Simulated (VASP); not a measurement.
Data:

```yaml
crystal:
  lattice:
    - [0.00000, 2.25406, 2.25406]
    - [2.25406, 0.00000, 2.25406]
    - [2.25406, 2.25406, 0.00000]
  atoms:
    - { symbol: Zr, position: [0.00000, 0.00000, 0.00000] }
    - { symbol: N, position: [0.50000, 0.50000, 0.50000] }
```

Level of theory: PBEsol GGA, VASP's PBE PAW potentials (set 64) (plane waves; VASP). Settings: 520 eV cut-off, 14×14×14 Γ-centred mesh, first-order Methfessel-Paxton smearing of 0.10 eV, potentials Zr_sv N.

**Question.** What does the run give for the energy per atom (σ→0), pressure, band gap (on the k-mesh) with the smallest direct gap where there is one?

**Answer.** 
The band gap (on the k-mesh) comes out as none (metal, semimetal or under 0.01 eV). The energy per atom (σ→0) is -10.764 eV/atom and the pressure is 8.83 GPa.

The absolute energy has meaning only against runs of the same code, potentials and settings.

The compound is ZrN in the rock salt structure. This cell is one point of a volume scan, at 0.97 of the reference volume. The electron count is odd and the run is not spin-polarised, which forces a metal.
